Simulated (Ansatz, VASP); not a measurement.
# Mo (free-standing triangular Mo monolayer, spacing 3.069 A): VASP beside Ansatz

Wanted: the spread between two codes on one cell, functional and k mesh. The cell is taken from a series of runs on this material, whose earlier steps may have relaxed, scaled, displaced or heated it; both programs get it as it stands.

Method: plane waves, with VASP 6.6.1 beside it; single point at PBE, in Ansatz 0.2.0.

### 1. Set-up

The cell holds 1 atom: 1 Mo. Cell: a = 3.069 Å, b = 3.069 Å, c = 14.000 Å, α = 90.0°, β = 90.0°, γ = 120.0°. As first built, before any earlier steps moved the atoms (in the runner's words): model lattice. Vacuum lies along c.

### 2. Ansatz: single point, PBE, pair 1

Ansatz runs on its PAW soft_1 files.

A single point gives forces, pressure and levels at one fixed geometry, so differences don't come from the geometry; what else differs is listed under the comparison.

Input file input.yaml:

```yaml
crystal:
  lattice:
    - [3.069, 0.0, 0.0]
    - [-1.5345, 2.657832, 0.0]
    - [0.0, 0.0, 14.0]
  atoms:
    - { symbol: Mo, position: [0.0, 0.0, 0.5], spin: 1.0 }
magnetization:
  spin_polarized: true
kpoints:
  mp_grid: { grid: [7, 7, 1] }
hamiltonian:
  xc: pbe
  pseudopotentials: { kind: paw, azcp: { folder: soft_1 } }
scf:
  occupations: { method: fermi_dirac, width: 0.1 }
  max_iter: 120
  convergence: { dr2_threshold: 1.0e-08 }
  lower_state_search: "off"
output:
  write_density: true
  write_potential: true
  elf: true
  volumetric_format: npy
```

Launch:

```
> ansatz run input.yaml --threads 4 --pin off --max-ram 8192MiB --backend cpu --events-out ev --progress --plain --runs-dir out
```

Numbers of over 12 decimals in the logs are rounded to 6 here.

What it wrote:

```text
Engine: ansatz 0.2.0, aarch64-unknown-linux-gnu
Pseudopotentials: kind: paw
Pseudopotential: Mo, paw, valence charge 14, recommended cutoff 420 eV (normal), soft_1/Mo.paw.azcp
Functional definition: PBE
  parameter kappa = 0.804
  parameter beta = 0.066725
  exchange = pbe_x(kappa = kappa, mu = beta*pi^2/3)
  correlation = pbe_c(beta = beta)
Crystal: 1 atoms, lattice volume = 114.196 Å³
Basis set: ecut = 420 eV, 2207 PW (Γ)
Bands: 12, of which v1, the nominal top of the filled ones, is band 7 counted from 1 (6 counted from 0)
Symmetry: 24 space group operations
Space group: P6/mmm (ITA 191), of the structure as read, at distance tolerance 4.9e-5 Å
Magnetic group: BNS 191.233 (UNI 1463), of the structure as read, at distance tolerance 4.9e-5 Å
k-points: 8 of 49
Non-local potential: Mo, projectors of the file, l = 0: 3, l = 1: 2, l = 2: 2, l = 3: 1
PAW form: soft (Blöchl's): semilocal exchange-correlation on the pseudo side does not see the compensation charge
PAW one-centre angular grid: Mo, 590 points (default); XC on 64 Gauss nodes
Initial density: superposition of atomic densities (neutral atoms: chi_scale 0, normalization atom)
Starting moments: Σ|m| = 1 μB on 1 of 1 site
Initial wavefunctions: pseudopotential atomic-orbital guess
Functional: x = pbe(κ = 0.804, μ = 0.219515), c = pbe(β = 0.066725)
SCF iter   1: F=—  HF=-4952.851683 eV  |F-HF|=—  |Δ(HF+E_count)|=         —  Δρ=3.05e-2 (↑3.05e-2 ↓1.66e-2)  dr2=2.48e0  dr2_m=2.16e-1  M=0.495 μB ∫|m|=0.495 μB  β_m=0.30  ethr=3.10e-3  ⟨swp⟩=5.9  Hψ=1136  notcnv=0
preconditioner: auto → LDOS  [metal: Δε(μ)=0.086 eV  Ē_g=4.581 eV  σ=0.100 eV  W_gap=0.20  n_scr=8 (ndim 8)  ℏωp=8.5 eV  f_vac=0.645  D(μ)=1.71/eV (n_scr^D=6)]
spin=Collinear: LDOS preconditioning applied to the charge; magnetization (m = ρ↑ − ρ↓) channel mixes plain (no charge-response kernel on spin).
SCF iter   2: F=—  HF=-4952.400295 eV  |F-HF|=—  |Δ(HF+E_count)|=   4.51e-1  Δρ=2.06e-2 (↑2.06e-2 ↓1.18e-2)  dr2=1.11e0  dr2_m=1.12e-1  M=0.484 μB ∫|m|=0.484 μB  β_m=0.30  ethr=3.10e-3  ⟨swp⟩=2.8  Hψ=465  notcnv=0
SCF iter   3: F=—  HF=-4952.128870 eV  |F-HF|=—  |Δ(HF+E_count)|=   2.71e-1  Δρ=8.18e-3 (↑7.47e-3 ↓8.18e-3)  dr2=1.14e-1  dr2_m=2.62e-2  M=0.763 μB ∫|m|=0.763 μB  β_m=0.30  ethr=3.10e-3  ⟨swp⟩=2.4  Hψ=362  notcnv=0
SCF iter   4: F=—  HF=-4952.254936 eV  |F-HF|=—  |Δ(HF+E_count)|=   1.26e-1  Δρ=1.15e-2 (↑1.15e-2 ↓8.24e-3)  dr2=3.59e-1  dr2_m=3.75e-2  M=0.505 μB ∫|m|=0.505 μB  β_m=0.30  ethr=8.16e-4  ⟨swp⟩=2.4  Hψ=515  notcnv=0
SCF iter   5: F=—  HF=-4952.167306 eV  |F-HF|=—  |Δ(HF+E_count)|=   8.76e-2  Δρ=4.44e-3 (↑4.29e-3 ↓4.44e-3)  dr2=3.06e-2  dr2_m=1.31e-2  M=0.587 μB ∫|m|=0.587 μB  β_m=1.00  ethr=8.16e-4  ⟨swp⟩=2.5  Hψ=345  notcnv=0
SCF iter   6: F=—  HF=-4952.171341 eV  |F-HF|=—  |Δ(HF+E_count)|=   4.04e-3  Δρ=1.72e-3 (↑1.32e-3 ↓1.72e-3)  dr2=1.77e-3  dr2_m=2.10e-3  M=0.657 μB ∫|m|=0.657 μB  β_m=1.00  ethr=2.19e-4  ⟨swp⟩=2.8  Hψ=342  notcnv=0
SCF iter   7: F=—  HF=-4952.178445 eV  |F-HF|=—  |Δ(HF+E_count)|=   7.10e-3  Δρ=2.64e-3 (↑2.64e-3 ↓1.71e-3)  dr2=2.11e-3  dr2_m=4.64e-3  M=0.787 μB ∫|m|=0.787 μB  β_m=1.00  ethr=1.26e-5  ⟨swp⟩=2.2  Hψ=319  notcnv=0
SCF iter   8: F=—  HF=-4952.186926 eV  |F-HF|=—  |Δ(HF+E_count)|=   8.48e-3  Δρ=2.04e-3 (↑2.04e-3 ↓1.84e-3)  dr2=2.32e-4  dr2_m=3.79e-3  M=0.908 μB ∫|m|=0.908 μB  β_m=1.00  ethr=1.26e-5  ⟨swp⟩=2.1  Hψ=370  notcnv=0
SCF iter   9: F=—  HF=-4952.197216 eV  |F-HF|=—  |Δ(HF+E_count)|=   1.03e-2  Δρ=3.57e-3 (↑3.57e-3 ↓2.04e-3)  dr2=6.32e-3  dr2_m=7.46e-3  M=1.083 μB ∫|m|=1.083 μB  β_m=1.00  ethr=1.66e-6  ⟨swp⟩=2.9  Hψ=401  notcnv=0
SCF iter  10: F=—  HF=-4952.207340 eV  |F-HF|=—  |Δ(HF+E_count)|=   1.01e-2  Δρ=2.32e-3 (↑2.32e-3 ↓1.93e-3)  dr2=3.69e-4  dr2_m=4.70e-3  M=1.224 μB ∫|m|=1.225 μB  β_m=1.00  ethr=1.66e-6  ⟨swp⟩=3.2  Hψ=399  notcnv=0
[...]
SCF iter  13: F=—  HF=-4952.234308 eV  |F-HF|=—  |Δ(HF+E_count)|=   1.69e-3  Δρ=4.04e-3 (↑4.04e-3 ↓2.18e-3)  dr2=3.62e-2  dr2_m=3.02e-3  M=1.641 μB ∫|m|=1.641 μB  β_m=1.00  ethr=1.66e-6  ⟨swp⟩=3.0  Hψ=411  notcnv=0
SCF iter  14: F=—  HF=-4952.231501 eV  |F-HF|=—  |Δ(HF+E_count)|=   2.81e-3  Δρ=2.38e-3 (↑2.38e-3 ↓1.35e-3)  dr2=1.47e-2  dr2_m=7.53e-4  M=1.673 μB ∫|m|=1.673 μB  β_m=1.00  ethr=1.66e-6  ⟨swp⟩=2.9  Hψ=373  notcnv=0
SCF iter  15: F=—  HF=-4952.229415 eV  |F-HF|=—  |Δ(HF+E_count)|=   2.09e-3  Δρ=3.96e-4 (↑3.96e-4 ↓3.59e-4)  dr2=5.93e-4  dr2_m=3.72e-5  M=1.661 μB ∫|m|=1.661 μB  β_m=0.30  ethr=1.66e-6  ⟨swp⟩=3.2  Hψ=372  notcnv=0
Mixer restart at iter 15: flushing history
spin-set hold released at iteration 15 (site moments contracting): the magnetisation degrees of freedom join the quasi-Newton model from the next iteration; the mixer history was flushed
SCF iter  16: F=—  HF=-4952.230202 eV  |F-HF|=—  |Δ(HF+E_count)|=   7.87e-4  Δρ=2.39e-4 (↑2.39e-4 ↓2.31e-4)  dr2=2.06e-4  dr2_m=2.06e-5  M=1.659 μB ∫|m|=1.659 μB  β_m=0.60  ethr=1.66e-6  ⟨swp⟩=1.6  Hψ=273  notcnv=0
SCF iter  17: F=—  HF=-4952.231036 eV  |F-HF|=—  |Δ(HF+E_count)|=   8.34e-4  Δρ=8.03e-5 (↑8.03e-5 ↓5.95e-5)  dr2=7.36e-6  dr2_m=3.56e-6  M=1.660 μB ∫|m|=1.660 μB  β_m=0.63  ethr=1.47e-6  ⟨swp⟩=2.6  Hψ=287  notcnv=0
SCF iter  18: F=—  HF=-4952.231050 eV  |F-HF|=—  |Δ(HF+E_count)|=   1.44e-5  Δρ=4.75e-5 (↑4.75e-5 ↓3.83e-5)  dr2=1.04e-6  dr2_m=1.60e-6  M=1.660 μB ∫|m|=1.660 μB  β_m=0.82  ethr=5.26e-8  ⟨swp⟩=2.8  Hψ=302  notcnv=0
SCF iter  19: F=—  HF=-4952.231055 eV  |F-HF|=—  |Δ(HF+E_count)|=   5.18e-6  Δρ=6.61e-6 (↑5.35e-6 ↓6.61e-6)  dr2=2.41e-8  dr2_m=2.94e-8  M=1.662 μB ∫|m|=1.662 μB  β_m=0.89  ethr=7.45e-9  ⟨swp⟩=2.8  Hψ=343  notcnv=0
SCF iter  20: F=—  HF=-4952.231055 eV  |F-HF|=—  |Δ(HF+E_count)|=   9.80e-8  Δρ=4.29e-6 (↑4.29e-6 ↓3.74e-6)  dr2=1.08e-8  dr2_m=1.49e-8  M=1.662 μB ∫|m|=1.662 μB  β_m=0.94  ethr=7.14e-11  ⟨swp⟩=5.2  Hψ=681  notcnv=0
SCF iter  21: F=-4952.231055 eV  HF=-4952.231055 eV  |F-HF|=9.41e-10  |Δ(HF+E_count)|=   3.23e-8  Δρ=1.45e-6 (↑1.45e-6 ↓1.27e-6)  dr2=1.75e-9  dr2_m=1.39e-9  M=1.662 μB ∫|m|=1.662 μB  ethr=7.14e-11  ⟨swp⟩=3.6  Hψ=530  notcnv=0
SCF 1 converged in 21 iterations: F = -4952.231055 eV  dr2 = 1.75e-9
  greatest PAW one-centre occupation: 0.999 electrons in one spin orbital (limit 2), on the Mo atom at site 0 (counted from 0), in its partial waves of l = 0
WARN: The output density's exchange-correlation potential varies sharply where the density is thin. Do not read a vacuum level from v_tot or v_xc, or from such a field of the output density. On a cell that repeats whose density bears no net charge and no dipole along the vacuum's axis use v_es (v_loc + v_h of the components); under efield.dipole_correction with no amplitude use v_es + v_field, which holds any externa [...]
SCF converged after 21 iterations
Magnetization: 1.6622 μB (7.8311 up, 6.1689 down)
Absolute magnetization: 1.6624 μB (∫|ρ↑−ρ↓|, with the PAW one-centre terms)
Spin contamination: 0.0023 ħ² per cell (⟨S²⟩ above its minimum at these occupations)
Per-site moments (μB) at R_I (Å): [(1.225162, 1.265963)]
Free energy (F): -4952.231055 eV
Harris-Foulkes:  -4952.231055 eV  (|F-HF|=9.41e-10)
Internal energy: -4952.135607 eV  (E = F + TS)
E sigma→0 (E₀):  -4952.183331 eV
Entropy (-TS):   -0.095448 eV (-95.448 meV/atom)
Fermi energy:    -1.232450 eV
--- Per-component energies (eV) ---
  E_band       = -354.871256
  E_kinetic    = 412.567327
  E_local      = -4918.052142  (includes V_loc(G=0)·N_el)
  E_nonlocal   = 151.517906
  E_hartree    = 2185.515255
  E_xc         = -170.337085
  E_vxc        = -211.674616  (∫ρ·V_xc dr)
  E_paw        = -3212.317021  (= ΣΔE_a)
  E_vpaw       = -160.261074  (= ΣTr[D̂ρ^β])
  E_aug_tail   = 0.000049  (compensation charges beyond the density's cutoff)
  E_ewald      = 598.970104
  E_smearing   = -0.095448  (= −TS)
  E_closure    = -0.000000  (closes the sum)
  Σ components = -4952.231055   (vs F -4952.231055, Δ=0.00e0)
--- Band table (eV; the first three rows and the last of 16) ---
  k-point 0 ↑: bands = [... 3 lower, -36.1857, -5.4536, -2.6740, -1.6673, -1.6673, -0.3798, 0.0611, 0.0611, ... 1 higher]
  k-point 1 ↑: bands = [... 3 lower, -36.2056, -4.8601, -2.4697, -1.9874, -1.3464, -1.2237, -0.0509, 1.1144, ... 1 higher]
  k-point 2 ↑: bands = [... 3 lower, -36.2501, -3.8883, -2.2896, -1.9616, -1.8326, -0.2914, -0.0644, 2.5957, ... 1 higher]
  k-point 7 ↓: bands = [... 3 lower, -35.5609, -1.9225, -1.6572, -1.2244, -0.8382, 0.6236, 4.6097, 6.8079, ... 1 higher]
```

Reading the cycles: dr2 is the Hartree energy of the density residual (eV), the measure of convergence; HF is the Harris–Foulkes estimate of the energy, which meets the free energy F at convergence.

### 3. VASP: single point, PBE, pair 1

The same cell, functional, mesh and smearing now go to VASP, with its own data sets.

Lines of VASP's logs that name or quote its potential files are left out, and so is its time.

Input file INCAR:

```
SYSTEM = Mo
PREC = Accurate
ENCUT = 400
EDIFF = 1E-06
NELM = 200
ISMEAR = -1
SIGMA = 0.1
LREAL = .FALSE.
ALGO = Normal
GGA = PE
NBANDS = 14
ISPIN = 2
MAGMOM = 1.23
LASPH = .TRUE.
LMAXMIX = 4
LORBIT = 11
LWAVE = .FALSE.
LCHARG = .FALSE.
ISIF = 2
GGA_COMPAT = .FALSE.
```

Input file POSCAR:

```
Mo
1.0
    3.0690000000      0.0000000000      0.0000000000
   -1.5345000000      2.6578320000      0.0000000000
    0.0000000000      0.0000000000     14.0000000000
Mo
1
Direct
    0.0000000000      0.0000000000      0.5000000000
```

Input file KPOINTS:

```
Automatic mesh
0
Gamma
7 7 1
0 0 0
```

Potentials, in the order of the species: Mo_sv (PBE family, release 64).

Launch:

```
> mpirun -np 1 vasp_std
```

What it wrote:

```text
[banner, memory and clock lines left out]
running    1 mpi-ranks, on    1 nodes
 distrk:  each k-point on    1 cores,    1 groups
 distr:  one band on    1 cores,    1 groups

 POSCAR found type information on POSCAR Mo
 POSCAR found :  1 types and       1 ions
 LDA part: xc-table for (Slater+PW92), standard interpolation
 POSCAR, INCAR and KPOINTS ok, starting setup
 FFT: planning ... GRIDC
 FFT: planning ... GRID_SOFT
 FFT: planning ... GRID
 WAVECAR not read
 entering main loop
       N       E                     dE             d eps       ncg     rms          rms(c)
DAV:   1     0.341138350888E+02    0.34114E+02   -0.76556E+03   680   0.607E+02
DAV:   2    -0.631813254795E+01   -0.40432E+02   -0.38206E+02   568   0.156E+02
DAV:   3    -0.768601387793E+01   -0.13679E+01   -0.13088E+01   526   0.209E+01
DAV:   4    -0.770286138247E+01   -0.16848E-01   -0.16802E-01   478   0.232E+00
DAV:   5    -0.770307272640E+01   -0.21134E-03   -0.21133E-03   496   0.262E-01    0.643E+00
DAV:   6    -0.700871818329E+01    0.69435E+00   -0.16919E+00   496   0.945E+00    0.222E+00
DAV:   7    -0.701612934338E+01   -0.74112E-02   -0.12563E-01   448   0.245E+00    0.118E+00
DAV:   8    -0.706790512947E+01   -0.51776E-01   -0.61882E-02   454   0.122E+00    0.101E+00
DAV:   9    -0.710722172175E+01   -0.39317E-01   -0.30927E-02   472   0.997E-01    0.756E-01
DAV:  10    -0.706660115684E+01    0.40621E-01   -0.28365E-02   502   0.954E-01    0.386E-01
DAV:  11    -0.708450239573E+01   -0.17901E-01   -0.52079E-03   466   0.393E-01    0.276E-01
DAV:  12    -0.709547763613E+01   -0.10975E-01   -0.12011E-03   460   0.223E-01    0.229E-01
DAV:  13    -0.711423470035E+01   -0.18757E-01   -0.33641E-03   472   0.263E-01    0.168E-01
DAV:  14    -0.712494964068E+01   -0.10715E-01   -0.23053E-03   472   0.244E-01    0.872E-02
[...]
DAV:  18    -0.712901389426E+01   -0.27626E-03   -0.34394E-05   466   0.262E-02    0.570E-03
DAV:  19    -0.712914621580E+01   -0.13232E-03   -0.14488E-05   472   0.130E-02    0.304E-03
DAV:  20    -0.712922512077E+01   -0.78905E-04   -0.10428E-05   460   0.106E-02    0.225E-03
DAV:  21    -0.712924832561E+01   -0.23205E-04   -0.30612E-06   476   0.586E-03    0.211E-03
DAV:  22    -0.712925511845E+01   -0.67928E-05   -0.12187E-06   440   0.508E-03    0.109E-03
DAV:  23    -0.712926030598E+01   -0.51875E-05   -0.64754E-07   440   0.421E-03    0.812E-04
DAV:  24    -0.712926192929E+01   -0.16233E-05   -0.32533E-07   416   0.317E-03    0.418E-04
DAV:  25    -0.712926270430E+01   -0.77501E-06   -0.13003E-07   394   0.224E-03
   1 F= -.71292627E+01 E0= -.70818560E+01  d E =-.948133E-01  mag=     1.6700
```

[end of part 1 of 2]

[Lines on the potential files, build, host, timing and source positions are cut from VASP's logs without a mark.]

[Logs are printed without paths, hosts, clocks, repeated set-up lines and the standing remarks that a program may print on its own settings, such as how far it seeks lower states.]

[Hosts, paths, dates, database ids (printed as entryN), source tags and the programs' standing remarks are cut or masked in the printed files.]
